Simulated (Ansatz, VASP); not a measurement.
# Cross-check of ZnS (Wurtzite-2H) between VASP and Ansatz, part 2 of 3

One calculation is typed for both programs; each brings its own data sets. How far apart do they land? The cell is taken from a series of runs on this material, whose earlier steps may have relaxed, scaled, displaced or heated it; both programs get it as it stands.

VASP 6.6.1 and Ansatz 0.2.0.

So far: The starting structure; VASP: zone-centre phonons, LDA.

## 2. VASP: zone-centre phonons, LDA (continued)

Level of this step: LDA; plane waves and PAW (S, Zn) (VASP).

Parts of OUTCAR (step 2):

```text
ion  position               nearest neighbor table
   1  0.333  0.667  0.379-   4 2.29   4 2.29   4 2.29   3 2.30
   2  0.667  0.333  0.879-   3 2.29   3 2.29   3 2.29   4 2.30
   3  0.333  0.667  0.006-   2 2.29   2 2.29   2 2.29   1 2.30
   4  0.667  0.333  0.506-   1 2.29   1 2.29   1 2.29   2 2.30

  LATTYP: Found a hexagonal cell.
 ALAT       =     3.7381579092
 C/A-ratio  =     1.6432813129

 Subroutine GETGRP returns: Found 12 space group operations
 (whereof  6 operations were pure point group operations)

The static configuration has the point symmetry C_3v.
 The point group associated with its full space group is C_6v.

 Found     95 irreducible k-points:

   k-points           NKPTS =     95   k-points in BZ     NKDIM =     95   number of bands    NBANDS=     24

   dimension x,y,z NGX =    28 NGY =   28 NGZ =   48
   dimension x,y,z NGXF=    56 NGYF=   56 NGZF=   96

   ENCUT  =  500.0 eV  36.75 Ry    6.06 a.u.   6.82  6.82 11.20*2*pi/ulx,y,z

   NELECT =      36.0000    total number of electrons

 k-points in reciprocal lattice and weights: Automatic mesh
   0.00000000  0.00000000  0.00000000       0.001
   0.08333333  0.00000000  0.00000000       0.005
   0.16666667  0.00000000  0.00000000       0.005
   0.25000000 -0.00000000  0.00000000       0.005
   0.33333333  0.00000000  0.00000000       0.005
   0.41666667 -0.00000000  0.00000000       0.005
   0.50000000 -0.00000000  0.00000000       0.003
   0.08333333  0.08333333  0.00000000       0.005
   0.16666667  0.08333333  0.00000000       0.010
[...]
-1.869078955  3.237339713  0.000000000     0.000000000  0.308895602  0.000000000
     0.000000000  0.000000000  6.142845037     0.000000000  0.000000000  0.162791018

 POSITION                                       TOTAL-FORCE (eV/Angst)
 -----------------------------------------------------------------------------------
      0.00000      2.15823      2.33064        -0.000000     -0.000000     -0.000041
      1.86908      1.07911      5.40206         0.000000      0.000000     -0.000041
      0.00000      2.15823      0.03436        -0.000000      0.000000      0.000041
      1.86908      1.07911      3.10578         0.000000     -0.000000      0.000041
 -----------------------------------------------------------------------------------
    total drift:                               -0.000001     -0.000001     -0.000642

 MACROSCOPIC STATIC DIELECTRIC TENSOR (including local field effects in DFT)
 ------------------------------------------------------
           6.008498    -0.000000     0.000000
           0.000000     6.008498     0.000000
          -0.000000     0.000000     6.136070
 ------------------------------------------------------

 PIEZOELECTRIC TENSOR (including local field effects)  for field in x, y, z        (C/m^2)
          XX          YY          ZZ          XY          YZ          ZX
  --------------------------------------------------------------------------------
  x    -0.00000    -0.00000     0.00000     0.00000     0.00000     0.37063
  y     0.00000     0.00000    -0.00000     0.00000     0.37063     0.00000
  z     0.34633     0.34633    -0.73341     0.00000     0.00000     0.00000

 BORN EFFECTIVE CHARGES (including local field effects) (in |e|, cummulative output)
 ---------------------------------------------------------------------------------
 ion    1
    1    -1.84543     0.00000     0.00000
    2     0.00000    -1.84543     0.00000
    3     0.00000     0.00000    -1.95288
 ion    2
    1    -1.84543     0.00000     0.00000
    2     0.00000    -1.84543     0.00000
    3     0.00000     0.00000    -1.95288
 ion    3
    1     1.84543     0.00000     0.00000
    2    -0.00000     1.84543     0.00000
    3     0.00000     0.00000     1.95288
 ion    4
    1     1.84543     0.00000     0.00000
    2    -0.00000     1.84543     0.00000
    3     0.00000     0.00000     1.95288

 Eigenvectors and eigenvalues of the dynamical matrix
 ----------------------------------------------------

   1 f  =   10.492745 THz    65.927861 2PiTHz  350.000298 cm-1    43.394487 meV
             X         Y         Z           dx          dy          dz
      0.000000  2.158226  2.330640     0.000000    0.000000    0.693457
      1.869079  1.079113  5.402063     0.000000   -0.000000   -0.693457
      0.000000  2.158226  0.034355     0.000000   -0.000000   -0.138264
      1.869079  1.079113  3.105778    -0.000000   -0.000000    0.138264

   2 f  =    9.001903 THz    56.560623 2PiTHz  300.271156 cm-1    37.228862 meV
             X         Y         Z           dx          dy          dz
      0.000000  2.158226  2.330640     0.608055    0.000001    0.000000
      1.869079  1.079113  5.402063    -0.608055   -0.000001   -0.000000
      0.000000  2.158226  0.034355     0.360928    0.000000    0.000000
      1.869079  1.079113  3.105778    -0.360928   -0.000000    0.000000

   3 f  =    9.001903 THz    56.560623 2PiTHz  300.271156 cm-1    37.228862 meV
             X         Y         Z           dx          dy          dz
      0.000000  2.158226  2.330640     0.000001   -0.608055    0.000000
      1.869079  1.079113  5.402063    -0.000001    0.608055    0.000000
      0.000000  2.158226  0.034355     0.000000   -0.360928   -0.000000
      1.869079  1.079113  3.105778    -0.000000    0.360928   -0.000000

   4 f  =    8.836268 THz    55.519908 2PiTHz  294.746167 cm-1    36.543851 meV
             X         Y         Z           dx          dy          dz
      0.000000  2.158226  2.330640     0.579031   -0.000001    0.000000
      1.869079  1.079113  5.402063     0.579031   -0.000001   -0.000000
      0.000000  2.158226  0.034355    -0.405861    0.000001    0.000000
      1.869079  1.079113  3.105778    -0.405861    0.000001    0.000000

   5 f  =    8.836268 THz    55.519908 2PiTHz  294.746167 cm-1    36.543851 meV
             X         Y         Z           dx          dy          dz
      0.000000  2.158226  2.330640    -0.000001   -0.579031    0.000000
      1.869079  1.079113  5.402063    -0.000001   -0.579031    0.000000
      0.000000  2.158226  0.034355     0.000001    0.405861    0.000000
      1.869079  1.079113  3.105778     0.000001    0.405861   -0.000000

   6 f  =    8.732853 THz    54.870133 2PiTHz  291.296620 cm-1    36.116162 meV
             X         Y         Z           dx          dy          dz
      0.000000  2.158226  2.330640     0.000000    0.000000    0.578151
      1.869079  1.079113  5.402063     0.000000    0.000000    0.578151
      0.000000  2.158226  0.034355    -0.000000   -0.000000   -0.407113
      1.869079  1.079113  3.105778    -0.000000   -0.000000   -0.407113

   7 f  =    6.044785 THz    37.980502 2PiTHz  201.632314 cm-1    24.999210 meV
             X         Y         Z           dx          dy          dz
      0.000000  2.158226  2.330640     0.000000   -0.000000   -0.138264
      1.869079  1.079113  5.402063    -0.000000   -0.000000    0.138264
      0.000000  2.158226  0.034355     0.000000    0.000000   -0.693457
      1.869079  1.079113  3.105778     0.000000   -0.000000    0.693457

   8 f  =    2.114152 THz    13.283606 2PiTHz   70.520506 cm-1     8.743424 meV
             X         Y         Z           dx          dy          dz
      0.000000  2.158226  2.330640     0.360928   -0.000056   -0.000000
      1.869079  1.079113  5.402063    -0.360928    0.000056   -0.000000
      0.000000  2.158226  0.034355    -0.608055    0.000094   -0.000000
      1.869079  1.079113  3.105778     0.608055   -0.000094   -0.000000

   9 f  =    2.114152 THz    13.283606 2PiTHz   70.520506 cm-1     8.743424 meV
             X         Y         Z           dx          dy          dz
      0.000000  2.158226  2.330640     0.000056    0.360928    0.000000
      1.869079  1.079113  5.402063    -0.000056   -0.360928    0.000000
      0.000000  2.158226  0.034355    -0.000094   -0.608055    0.000000
      1.869079  1.079113  3.105778     0.000094    0.608055    0.000000

  10 f/i=    0.003905 THz     0.024536 2PiTHz    0.130259 cm-1     0.016150 meV
             X         Y         Z           dx          dy          dz
      0.000000  2.158226  2.330640     0.389570    0.113833    0.000000
      1.869079  1.079113  5.402063     0.389570    0.113833    0.000000
      0.000000  2.158226  0.034355     0.555790    0.162402    0.000000
      1.869079  1.079113  3.105778     0.555790    0.162402    0.000000

  11 f/i=    0.003905 THz     0.024536 2PiTHz    0.130259 cm-1     0.016150 meV
             X         Y         Z           dx          dy          dz
      0.000000  2.158226  2.330640     0.113833   -0.389570   -0.000000
      1.869079  1.079113  5.402063     0.113833   -0.389570   -0.000000
      0.000000  2.158226  0.034355     0.162402   -0.555790   -0.000000
      1.869079  1.079113  3.105778     0.162402   -0.555790   -0.000000

  12 f/i=    0.022764 THz     0.143032 2PiTHz    0.759332 cm-1     0.094145 meV
             X         Y         Z           dx          dy          dz
      0.000000  2.158226  2.330640     0.000000   -0.000000    0.407113
      1.869079  1.079113  5.402063     0.000000   -0.000000    0.407113
      0.000000  2.158226  0.034355     0.000000   -0.000000    0.578151
      1.869079  1.079113  3.105778     0.000000   -0.000000    0.578151

 MACROSCOPIC STATIC DIELECTRIC TENSOR IONIC CONTRIBUTION
 ------------------------------------------------------
           2.411295     0.000000    -0.000000
           0.000000     2.411295    -0.000000
          -0.000000    -0.000000     2.760249
 ------------------------------------------------------

 ELASTIC MODULI CONTR FROM IONIC RELAXATION (kBar)
 Direction    XX          YY          ZZ          XY          YZ          ZX
 --------------------------------------------------------------------------------
 XX        -368.6153    149.9867    196.9818      0.0000      0.0000      0.0000
 YY         149.9867   -368.6153    196.9818     -0.0000     -0.0000     -0.0000
 ZZ         196.9818    196.9818   -354.9566      0.0000     -0.0000     -0.0000
 XY           0.0000     -0.0000      0.0000   -259.3010      0.0000      0.0000
 YZ           0.0000      0.0000     -0.0000      0.0000    -98.1977     -0.0000
 ZX           0.0000     -0.0000     -0.0000     -0.0000     -0.0000   -113.2803
 --------------------------------------------------------------------------------

 PIEZOELECTRIC TENSOR IONIC CONTR  for field in x, y, z        (C/m^2)
          XX          YY          ZZ          XY          YZ          ZX
  --------------------------------------------------------------------------------
  x     0.00000    -0.00000    -0.00000    -0.00000    -0.00000    -0.49178
  y     0.00000     0.00000    -0.00000     0.00000    -0.45788    -0.00000
  z    -0.51687    -0.51687     0.93140    -0.00000     0.00000     0.00000
```

The dielectric response converges more slowly with the mesh than energies do, so tensor and charges may still move on a finer one.

[end of part 2 of 3]

[Lines on the potential files, build, host, timing and source positions are cut from VASP's logs without a mark.]

[Logs are printed without paths, hosts, clocks, repeated set-up lines and the standing remarks that a program may print on its own settings, such as how far it seeks lower states.]

[Hosts, paths, dates, database ids (printed as entryN), source tags and the programs' standing remarks are cut or masked in the printed files.]
